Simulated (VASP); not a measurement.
The system is MnPtS3.

```
CELL_PARAMETERS angstrom
4.59069 0.00000 0.00000
0.00000 4.59069 0.00000
0.00000 0.00000 4.59069
ATOMIC_POSITIONS crystal
Mn 0.00000 0.00000 0.00000
Pt 0.50000 0.50000 0.50000
S 0.00000 0.50000 0.50000
S 0.50000 0.00000 0.50000
S 0.50000 0.50000 0.00000
```

The cell was built by a generator and needn't be a form met in nature.

* Program: VASP 6.6.1
* Task: relaxation of cell and atoms
* Functional: PBE
* Potentials or basis: VASP PAW PBE potentials, release 64 (Mn_pv, Pt, S)
* Cutoff: 600 eV
* k mesh: 6 × 6 × 6
* Occupations: gaussian, width 0.05 eV
* Spin: collinear spin, ferromagnetic start
* Starting moments: [4.0, 0.0, 0.0, 0.0, 0.0] μB

At the start: pressure 8.0 GPa; volume 19.35 Å³/atom.

**Question.** Where does the relaxation end?

**Answer.** Over 4 steps the energy falls by 36.6 meV/atom and the volume is 20.91 Å³/atom (+8.0 %); space group Pm-3m (No. 221, to 0.05 Å); moment 4.32 μB per cell.

Step by step:
| step | energy change (eV) | largest force (eV/Å) | pressure (GPa) | volume (Å³) |
| --- | --- | --- | --- | --- |
| 1 | 0.0000 | 0.0000 | 8.00 | 96.75 |
| 2 | 2.7761 | 0.0000 | -5.89 | 110.92 |
| 3 | -0.1826 | 0.0000 | 0.26 | 104.27 |
| 4 | -0.1829 | 0.0000 | 0.15 | 104.53 |

Final structure:
```
CELL_PARAMETERS angstrom
4.71063 0.00000 0.00000
0.00000 4.71063 0.00000
0.00000 0.00000 4.71063
ATOMIC_POSITIONS crystal
Mn 0.00000 0.00000 0.00000
Pt 0.50000 0.50000 0.50000
S 0.00000 0.50000 0.50000
S 0.50000 0.00000 0.50000
S 0.50000 0.50000 0.00000
```

Caveat: a cell with one magnetic atom can't hold antiferromagnetic order, which such compounds often take.
